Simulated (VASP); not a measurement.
Level of theory: r2SCAN meta-GGA, VASP's PBE PAW potentials (set 64) (plane waves; VASP 6.6.1).

A VASP calculation is set up with these files.

POSCAR:
```
CsSnI3
1
    8.5347356130     0.0000000000     0.0000000000
   -4.2673678065     7.3912981805    -0.0000000000
   -0.0000000000    -0.0000000000     7.5838584843
Cs Sn I
2 2 6
Direct
  0.3333330000   0.6666670000   0.7500000000
  0.6666670000   0.3333330000   0.2500000000
  0.0000000000   0.0000000000   0.0000000000
  0.0000000000   0.0000000000   0.5000000000
  0.1725011478   0.3450022957   0.2500000000
  0.6549977043   0.8274988522   0.2500000000
  0.1725011479   0.8274988522   0.2500000000
  0.8274988522   0.6549977043   0.7500000000
  0.3450022957   0.1725011478   0.7500000000
  0.8274988521   0.1725011478   0.7500000000
```

INCAR:
```
ENCUT  =  400   # plane-wave cut-off (eV)
LCHARG  =  F
LMAXMIX  =  4
PREC  =  Accurate
LREAL  =  F
EDIFF  =  1E-6   # SCF stop (eV)
NSW  =  60
ISMEAR  =  0
IBRION  =  2
ISIF  =  3   # ions, shape and volume
LASPH  =  T   # aspherical one-centre terms
NELM  =  100   # most electronic steps
SYSTEM  =  CsSnI3
METAGGA  =  R2SCAN
LWAVE  =  F
LMIXTAU  =  T
EDIFFG  =  -0.02   # ionic stop
SIGMA  =  0.05   # width (eV)
ALGO  =  Normal
```

### KPOINTS
```
Automatic mesh
0
Gamma
3 3 3
0 0 0
```

POTCAR, in this order: Cs_sv Sn_d I (PBE.64 set). Program: vasp_std.

Output of the run:

OSZICAR:
```
       N       E                     dE             d eps       ncg     rms          rms(c)
DAV:   1     0.444228509398E+03    0.44423E+03   -0.31850E+04   624   0.128E+03
DAV:   2    -0.177263520782E+03   -0.62149E+03   -0.60394E+03   736   0.293E+02
DAV:   3    -0.268441313521E+03   -0.91178E+02   -0.90000E+02   700   0.134E+02
DAV:   4    -0.272645712854E+03   -0.42044E+01   -0.41846E+01   736   0.342E+01
DAV:   5    -0.272808834809E+03   -0.16312E+00   -0.16305E+00   928   0.661E+00    0.666E+00
DAV:   6    -0.265900680413E+03    0.69082E+01   -0.24478E+00   776   0.112E+01    0.590E+00
DAV:   7    -0.255577792818E+03    0.10323E+02   -0.29784E+00   648   0.658E+00    0.237E+00
DAV:   8    -0.256224444344E+03   -0.64665E+00   -0.61854E-01   744   0.384E+00    0.601E-01
DAV:   9    -0.257178907320E+03   -0.95446E+00   -0.36973E-01   664   0.265E+00    0.757E-01
DAV:  10    -0.257152507232E+03    0.26400E-01   -0.62589E-01   632   0.477E+00    0.506E-01
DAV:  11    -0.257200647550E+03   -0.48140E-01   -0.39954E-01   628   0.375E+00    0.384E-01
DAV:  12    -0.257249464126E+03   -0.48817E-01   -0.54349E-02   648   0.137E+00    0.223E-01
DAV:  13    -0.257284665601E+03   -0.35201E-01   -0.66631E-03   664   0.491E-01    0.110E-01
DAV:  14    -0.257309624397E+03   -0.24959E-01   -0.20058E-02   644   0.917E-01    0.482E-02
DAV:  15    -0.257309085422E+03    0.53898E-03   -0.46083E-03   660   0.385E-01    0.415E-02
DAV:  16    -0.257310820701E+03   -0.17353E-02   -0.29965E-04   684   0.922E-02    0.404E-02
DAV:  17    -0.257309378908E+03    0.14418E-02   -0.74568E-04   648   0.152E-01    0.357E-02
DAV:  18    -0.257312441593E+03   -0.30627E-02   -0.15784E-03   640   0.236E-01    0.131E-02
DAV:  19    -0.257312497047E+03   -0.55454E-04   -0.14234E-04   756   0.691E-02    0.108E-02
DAV:  20    -0.257312515462E+03   -0.18416E-04   -0.32412E-05   704   0.294E-02    0.451E-03
DAV:  21    -0.257312520275E+03   -0.48129E-05   -0.22808E-05   664   0.289E-02    0.480E-03
DAV:  22    -0.257312527230E+03   -0.69542E-05   -0.59757E-06   616   0.159E-02    0.362E-03
DAV:  23    -0.257312525364E+03    0.18659E-05   -0.19803E-06   520   0.849E-03    0.321E-03
DAV:  24    -0.257312527750E+03   -0.23861E-05   -0.15283E-06   444   0.767E-03    0.139E-03
DAV:  25    -0.257312528951E+03   -0.12015E-05   -0.48923E-07   396   0.400E-03    0.688E-04
DAV:  26    -0.257312529048E+03   -0.96297E-07   -0.82244E-08   380   0.179E-03
   1 F= -.25731253E+03 E0= -.25731253E+03  d E =-.257313E+03
```

OUTCAR:
```
------------------------ aborting loop because EDIFF is reached ----------------------------------------
  FORCE on cell =-STRESS in cart. coord.  units (eV):
  Direction    XX          YY          ZZ          XY          YZ          ZX
  --------------------------------------------------------------------------------------
  Total        0.0489728      0.0489728      0.0344358      0.0000000      0.0000000      0.0000000
  in kB        0.1640079      0.1640079      0.1153239      0.0000000      0.0000000      0.0000000
  external PRESSURE =       0.1477799 kB  Pullay stress =       0.0000000 kB
  volume of cell :      478.41
      direct lattice vectors                 reciprocal lattice vectors
     8.534735613  0.000000000  0.000000000     0.117168246  0.067647115  0.000000000
    -4.267367807  7.391298180  0.000000000     0.000000000  0.135294231  0.000000000
     0.000000000  0.000000000  7.583858484     0.000000000  0.000000000  0.131859001
 POSITION                                       TOTAL-FORCE (eV/Angst)
 -----------------------------------------------------------------------------------
     -0.00000      4.92753      5.68789         0.000000      0.000000      0.000000
      4.26737      2.46376      1.89596         0.000000      0.000000      0.000000
      0.00000      0.00000      0.00000        -0.000000      0.000000      0.000000
      0.00000      0.00000      3.79193         0.000000      0.000000      0.000000
     -0.00000      2.55001      1.89596         0.000000     -0.013520      0.000000
      2.05899      6.11629      1.89596         0.011709      0.006760      0.000000
     -2.05899      6.11629      1.89596        -0.011709      0.006760      0.000000
      4.26737      4.84128      5.68789         0.000000      0.013520      0.000000
      2.20838      1.27501      5.68789        -0.011709     -0.006760     -0.000000
      6.32636      1.27501      5.68789         0.011709     -0.006760      0.000000
 -----------------------------------------------------------------------------------
    total drift:                               -0.004009      0.002314      0.000001
  FREE ENERGIE OF THE ION-ELECTRON SYSTEM (eV)
  ---------------------------------------------------
  free  energy   TOTEN  =      -257.3125290476 eV

  energy  without entropy=     -257.3125290476  energy(sigma->0) =     -257.31252905

 reached required accuracy - stopping structural energy minimisation
```
(Selected blocks of OUTCAR.)

OUTCAR:
```
 val. band max:        2.1567156940   @ k =   0.3333   0.3333   0.0000

 cond. band min:       3.9978677956   @ k =   0.0000   0.0000   0.0000


 Fermi energy:         2.4574856656

 k-point     1 :       0.0000    0.0000    0.0000
  band No.  band energies     occupation
      1     -20.3043      2.00000
      2     -20.3031      2.00000
      3     -19.9765      2.00000
      4     -19.9693      2.00000
      5     -19.9693      2.00000
      6     -19.9505      2.00000
      7     -19.9505      2.00000
      8     -19.9459      2.00000
      9     -19.9458      2.00000
     10     -19.9410      2.00000
     11     -19.9410      2.00000
     12     -19.9295      2.00000
     13     -10.9678      2.00000
     14     -10.5549      2.00000
     15     -10.4202      2.00000
     16     -10.4202      2.00000
     17     -10.2447      2.00000
     18     -10.2446      2.00000
     19      -6.7660      2.00000
     20      -6.7429      2.00000
     21      -6.7429      2.00000
     22      -6.7380      2.00000
     23      -6.7238      2.00000
     24      -6.7238      2.00000
     25      -5.1128      2.00000
     26      -4.6603      2.00000
     27      -2.2888      2.00000
     28      -1.1368      2.00000
     29      -1.1367      2.00000
     30      -1.0435      2.00000
     31      -1.0435      2.00000
     32      -0.5961      2.00000
     33      -0.5960      2.00000
     34       0.0779      2.00000
     35       0.1688      2.00000
     36       0.1688      2.00000
     37       0.4193      2.00000
     38       0.5075      2.00000
     39       0.5075      2.00000
     40       0.6234      2.00000
     41       0.6234      2.00000
     42       0.6560      2.00000
     43       0.8612      2.00000
     44       1.0248      2.00000
     45       3.9979      0.00000
     46       5.1504      0.00000
     47       5.1504      0.00000
     48       5.2266      0.00000
     49       5.2267      0.00000
     50       5.5676      0.00000
     51       5.6187      0.00000
...
```

Unless said otherwise, spin-orbit coupling is left out, though it shifts the bands of the heavy elements here.

The structure was generated: CsSnI3 was put into the 2H-BaNiO3 type (P6_3/mmc), which need not be its known phase. It was relaxed first, which changed the volume by -10 %. The start is the result of an earlier pass.
